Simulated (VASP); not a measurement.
# Ta3P2 (Fmmm) in VASP: further runs, part 2 of 2

VASP 6.6.1. The steps go on from the part before.

**4. Single point, PBE**

This run uses another cell than the first one, of 15.87 Å³/atom, 0.774 times its volume.

INCAR reads:

```
PREC     = Accurate       # precision mode
ENCUT    = 520            # plane-wave cutoff, eV
EDIFF    = 1E-6           # SCF threshold, eV
ISMEAR   = 0              # smearing method
SIGMA    = 0.1            # smearing width, eV
LREAL    = F              # projectors in reciprocal space
LASPH    = T              # aspherical terms in the spheres
NELM     = 100            # most SCF steps
ALGO     = Normal         # electronic algorithm
ISIF     = 2              # what is computed and relaxed
LWAVE    = F              # write WAVECAR
LCHARG   = F              # write CHGCAR
GGA      = PE             # functional
NBANDS   = 54             # bands
```

KPOINTS reads:

```
Automatic mesh
0
Gamma
  4 4 4
```

POSCAR reads:

```
Ta3P2
1.0
    0.0000000000      2.5257955841      7.0318040101
    4.4668828740      0.0000000000      7.0318040101
    4.4668828740      2.5257955841      0.0000000000
Ta P
6 4
Direct
    0.5554881363      0.2287365146      0.4445118637
    0.7712634854      0.4445118637      0.2287365146
    0.4445118637      0.7712634854      0.5554881363
    0.2287365146      0.5554881363      0.7712634854
    0.8115667483      0.8115667483      0.1884332517
    0.1884332517      0.1884332517      0.8115667483
    0.7834572678      0.2165427322      0.7834572678
    0.2165427322      0.7834572678      0.2165427322
    0.2500000000      0.2500000000      0.2500000000
    0.7500000000      0.7500000000      0.7500000000
```

Potentials or basis: VASP PAW PBE potentials, release 64 (Ta_pv, P).

Command:

```sh
$ cat potpaw_PBE.64/Ta_pv/POTCAR potpaw_PBE.64/P/POTCAR > POTCAR
$ mpirun -np 1 vasp_std > vasp.out
```

OUTCAR:

```text
PREC = Accurate
   ENCUT = 520
   EDIFF = 1E-6
   ISMEAR = 0
   LREAL = F
   LASPH = T
   NELM = 100
   ISIF = 2
   GGA = PE

 ion  position               nearest neighbor table
   1  0.555  0.229  0.445-  10 2.49   9 2.49   7 2.55   8 2.55   4 2.92   4 2.96   4 2.96   2 3.03
                             5 3.13   5 3.13   5 3.21   6 3.21
   2  0.771  0.445  0.229-   9 2.49  10 2.49   7 2.55   8 2.55   3 2.92   3 2.96   3 2.96   1 3.03
                             6 3.13   6 3.13   6 3.21   5 3.21
   3  0.445  0.771  0.555-   9 2.49  10 2.49   8 2.55   7 2.55   2 2.92   2 2.96   2 2.96   4 3.03
                             6 3.13   6 3.13   6 3.21   5 3.21
   4  0.229  0.555  0.771-  10 2.49   9 2.49   8 2.55   7 2.55   1 2.92   1 2.96   1 2.96   3 3.03
[... 1252 lines left out ...]
 VOLUME and BASIS-vectors are now :
 -----------------------------------------------------------------------------
  energy-cutoff  :      520.00
  volume of cell :      158.67
      direct lattice vectors                 reciprocal lattice vectors
     0.000000000  2.525795584  7.031804010    -0.111934880  0.197957429  0.071105509
     4.466882874  0.000000000  7.031804010     0.111934880 -0.197957429  0.071105509
     4.466882874  2.525795584  0.000000000     0.111934880  0.197957429 -0.071105509

 POSITION                                       TOTAL-FORCE (eV/Angst)
 -----------------------------------------------------------------------------------
      3.00732      2.52580      5.51451         0.006414     -0.000000      0.009081
      3.00732      2.52580      8.54909         0.006414     -0.000000     -0.009081
      5.92644      2.52580      8.54909        -0.006414     -0.000000     -0.009081
      5.92644      2.52580      5.51451        -0.006414     -0.000000      0.009081
      4.46688      2.52580     11.41356         0.000000     -0.000000      0.002871
      4.46688      2.52580      2.65005         0.000000     -0.000000     -0.002871
      4.46688      3.95771      7.03180         0.000000      0.039471      0.000000
      4.46688      1.09389      7.03180         0.000000     -0.039471      0.000000
      2.23344      1.26290      3.51590         0.000000      0.000000     -0.000000
      6.70032      3.78869     10.54771        -0.000000     -0.000000      0.000000
 -----------------------------------------------------------------------------------
    total drift:                                0.000000      0.000000     -0.000000

  FREE ENERGIE OF THE ION-ELECTRON SYSTEM (eV)
  ---------------------------------------------------
  free  energy   TOTEN  =       -95.7250367282 eV

  energy  without entropy=      -95.7055705486  energy(sigma->0) =      -95.71530364
```

OSZICAR:

```text
N       E                     dE             d eps       ncg     rms          rms(c)
DAV:   1     0.794508341929E+03    0.79451E+03   -0.45631E+04  1944   0.160E+03
DAV:   2    -0.506335306185E+02   -0.84514E+03   -0.82395E+03  2108   0.457E+02
DAV:   3    -0.989530513082E+02   -0.48320E+02   -0.47018E+02  2484   0.938E+01
DAV:   4    -0.100400915689E+03   -0.14479E+01   -0.14152E+01  2416   0.140E+01
DAV:   5    -0.100433970807E+03   -0.33055E-01   -0.32905E-01  2424   0.205E+00    0.400E+01
DAV:   6    -0.962542350003E+02    0.41797E+01   -0.13930E+01  2418   0.169E+01    0.192E+01
DAV:   7    -0.958761795670E+02    0.37806E+00   -0.31341E+00  2408   0.777E+00    0.470E+00
DAV:   8    -0.957664929876E+02    0.10969E+00   -0.13139E+00  2530   0.746E+00    0.182E+00
DAV:   9    -0.957253056748E+02    0.41187E-01   -0.22425E-01  2492   0.194E+00    0.564E-01
DAV:  10    -0.957251999403E+02    0.10573E-03   -0.11616E-02  2362   0.471E-01    0.342E-01
DAV:  11    -0.957250447276E+02    0.15521E-03   -0.19824E-03  2434   0.215E-01    0.113E-01
DAV:  12    -0.957250450051E+02   -0.27757E-06   -0.42688E-04  2418   0.968E-02    0.433E-02
DAV:  13    -0.957250380614E+02    0.69438E-05   -0.36741E-05  2318   0.239E-02    0.241E-02
DAV:  14    -0.957250367074E+02    0.13539E-05   -0.76158E-06  2088   0.125E-02    0.332E-03
DAV:  15    -0.957250367282E+02   -0.20751E-07   -0.79852E-07  1284   0.437E-03
   1 F= -.95725037E+02 E0= -.95715304E+02  d E =-.194662E-01
```

stdout:

```text
POSCAR found type information on POSCAR TaP
 POSCAR found :  2 types and      10 ions
 scaLAPACK will be used
 LDA part: xc-table for (Slater+PW92), standard interpolation
 POSCAR, INCAR and KPOINTS ok, starting setup
 FFT: planning ... GRIDC
 FFT: planning ... GRID_SOFT
 FFT: planning ... GRID
 WAVECAR not read
 entering main loop
```

It took 7.8 min on 1 thread of AMD EPYC 7R43 (Zen 3), shared host; peak memory 0.34 GiB.

What came out:

```
Free energy            : -95.7250 eV
Pressure               : 0.2 GPa
Largest force          : 0.039 eV/Å
Band gap on the k mesh : none (metal or under the smearing width)
```

Forces on the atoms (eV/Å):
```
Ta   0.006  0.000  0.009
Ta   0.006  0.000 -0.009
Ta  -0.006  0.000 -0.009
Ta  -0.006  0.000  0.009
Ta   0.000  0.000  0.003
Ta   0.000  0.000 -0.003
P    0.000  0.039  0.000
P    0.000 -0.039  0.000
P    0.000  0.000  0.000
P    0.000  0.000  0.000
```

Stress tensor (GPa, compression positive):
```
 0.40  0.00  0.00
 0.00 -0.09  0.00
 0.00  0.00  0.36
```

Caveat: the k mesh is coarse (spacing up to 0.37 Å⁻¹), so the values aren't converged.

**5. Overview**

| cell | k mesh | mesh quality | gap on the mesh (eV) | pressure (GPa) | largest force (eV/Å) |
| --- | --- | --- | --- | --- | --- |
| Fmmm, 20.49 Å³/atom | 4 × 4 × 4 | not flagged | none | 65.1 | 26.93 |
| Fmmm, 15.89 Å³/atom | 10 × 10 × 10 | not flagged | none | 0.1 | 0.04 |
| Fmmm, 15.87 Å³/atom | 4 × 4 × 4 | coarse | none | 0.2 | 0.04 |

Alike in all rows: task single point; level PBE; potentials or basis VASP PAW PBE potentials, release 64 (Ta_pv, P); no spin polarisation; cutoff (eV) 520; smearing gaussian 0.1 eV.

Caveats: some runs use coarse meshes; a pressure of tens of GPa on the cell as given is suspect, and the run, the potentials or the cell itself is likely at fault (some runs); forces of over 1 eV/Å show positions far from the minimum, so gaps and moduli don't describe the material at rest (some runs).

Total energies depend on the potentials used, so only differences within one code and one set of settings carry meaning.
